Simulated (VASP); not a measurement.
These are PW91 GGA, VASP's PBE PAW potentials (set 64) (plane waves; VASP) values and carry that method's errors.

A VASP calculation is set up with these files.

### KPOINTS
```
Automatic
0
G
 9 9 9
0 0 0
```

File POSCAR:
```
Pt3Ti
1
    3.9566654825     0.0000000000     0.0000000000
    0.0000000000     3.9566654825     0.0000000000
    0.0000000000     0.0000000000     3.9566654825
Ti Pt
1 3
Direct
  0.0000000000   0.0000000000   0.0000000000
  0.0000000000   0.5000000000   0.5000000000
  0.5000000000   0.0000000000   0.5000000000
  0.5000000000   0.5000000000   0.0000000000
```

### INCAR
```
# general
SYSTEM   =  Pt3Ti
PREC     =  Accurate
ENCUT    =  520
LREAL    =  .False.
LASPH    =  .True.

# electronic loop
EDIFF    =  1E-7
NELM     =  100
ALGO     =  Normal
LMAXMIX  =  6

# smearing
ISMEAR   =  -5

# functional
GGA      =  91

# ions
ISIF     =  2

# output
LWAVE    =  .False.
LCHARG   =  .True.
LORBIT   =  11
NEDOS    =  601

# other
LEFG     =  .True.
```

POTCAR, in this order: Ti_sv Pt (PBE.64 set). Program: vasp_std.

Output of the run:

OSZICAR:
```
       N       E                     dE             d eps       ncg     rms          rms(c)
DAV:   1     0.377840963063E+03    0.37784E+03   -0.21124E+04  1750   0.180E+03
DAV:   2     0.239095762812E+01   -0.37545E+03   -0.36885E+03  1841   0.446E+02
DAV:   3    -0.317392511711E+02   -0.34130E+02   -0.33276E+02  2686   0.112E+02
DAV:   4    -0.327664487200E+02   -0.10272E+01   -0.10232E+01  2044   0.205E+01
DAV:   5    -0.328037556974E+02   -0.37307E-01   -0.37297E-01  2523   0.390E+00    0.208E+01
DAV:   6    -0.309354156401E+02    0.18683E+01   -0.23325E+01  2540   0.332E+01    0.141E+01
DAV:   7    -0.304422563980E+02    0.49316E+00   -0.31667E+01  2564   0.335E+01    0.946E+00
DAV:   8    -0.296790043458E+02    0.76325E+00   -0.16598E+00  2505   0.971E+00    0.445E+00
DAV:   9    -0.295808826281E+02    0.98122E-01   -0.23531E+00  2636   0.814E+00    0.253E+00
DAV:  10    -0.295139011809E+02    0.66981E-01   -0.42228E-01  2510   0.422E+00    0.353E-01
DAV:  11    -0.295165770235E+02   -0.26758E-02   -0.54976E-03  2277   0.571E-01    0.451E-01
DAV:  12    -0.295137537488E+02    0.28233E-02   -0.15205E-02  2606   0.715E-01    0.295E-02
DAV:  13    -0.295137665392E+02   -0.12790E-04   -0.23202E-04  2106   0.112E-01    0.114E-02
DAV:  14    -0.295137617837E+02    0.47555E-05   -0.17989E-05  2358   0.327E-02    0.682E-03
DAV:  15    -0.295137640427E+02   -0.22590E-05   -0.30633E-06  2212   0.157E-02    0.196E-03
DAV:  16    -0.295137646212E+02   -0.57847E-06   -0.41669E-07  1976   0.371E-03    0.119E-03
DAV:  17    -0.295137642963E+02    0.32487E-06   -0.90484E-08  1095   0.267E-03    0.317E-04
DAV:  18    -0.295137643218E+02   -0.25488E-07   -0.11154E-08   946   0.918E-04
   1 F= -.29513764E+02 E0= -.29513764E+02  d E =0.000000E+00
```

OUTCAR:
```
------------------------ aborting loop because EDIFF is reached ----------------------------------------
  FORCE on cell =-STRESS in cart. coord.  units (eV):
  Direction    XX          YY          ZZ          XY          YZ          ZX
  --------------------------------------------------------------------------------------
  Total       -0.0314608     -0.0314608     -0.0314608      0.0000000      0.0000000     -0.0000000
  in kB       -0.8137521     -0.8137521     -0.8137521      0.0000000      0.0000000     -0.0000000
  external PRESSURE =      -0.8137521 kB  Pullay stress =       0.0000000 kB
  volume of cell :       61.94
      direct lattice vectors                 reciprocal lattice vectors
     3.956665483  0.000000000  0.000000000     0.252738071  0.000000000  0.000000000
     0.000000000  3.956665483  0.000000000     0.000000000  0.252738071  0.000000000
     0.000000000  0.000000000  3.956665483     0.000000000  0.000000000  0.252738071
 POSITION                                       TOTAL-FORCE (eV/Angst)
 -----------------------------------------------------------------------------------
      0.00000      0.00000      0.00000         0.000000      0.000000      0.000000
      0.00000      1.97833      1.97833         0.000000      0.000000      0.000000
      1.97833      0.00000      1.97833         0.000000      0.000000      0.000000
      1.97833      1.97833      0.00000         0.000000      0.000000      0.000000
 -----------------------------------------------------------------------------------
    total drift:                                0.000000      0.000000     -0.000000
  FREE ENERGIE OF THE ION-ELECTRON SYSTEM (eV)
  ---------------------------------------------------
  free  energy   TOTEN  =       -29.5137643218 eV

  energy  without entropy=      -29.5137643218  energy(sigma->0) =      -29.51376432

 total charge

# of ion       s       p       d       tot
------------------------------------------
    1        2.205   6.143   1.774  10.122
    2        0.683   0.619   8.056   9.359
    3        0.683   0.619   8.056   9.359
    4        0.683   0.619   8.056   9.359
--------------------------------------------------
tot          4.254   8.001  25.943  38.199

 Electric field gradients after diagonalization (V/A^2)
 (convention: |V_zz| > |V_xx| > |V_yy|)
----------------------------------------------------------------------
 ion       V_xx      V_yy      V_zz     asymmetry (V_yy - V_xx)/ V_zz
----------------------------------------------------------------------
   1       0.000     0.000    -0.000       0.057
   2      33.139    33.139   -66.279       0.000
   3      33.139    33.139   -66.279       0.000
   4      33.139    33.139   -66.279       0.000
```
(Selected blocks of OUTCAR.)

For a metal the tetrahedron method with Blöchl corrections gives inexact stress and forces.

The compound is Pt3Ti in the L1_2 structure. It was relaxed first.
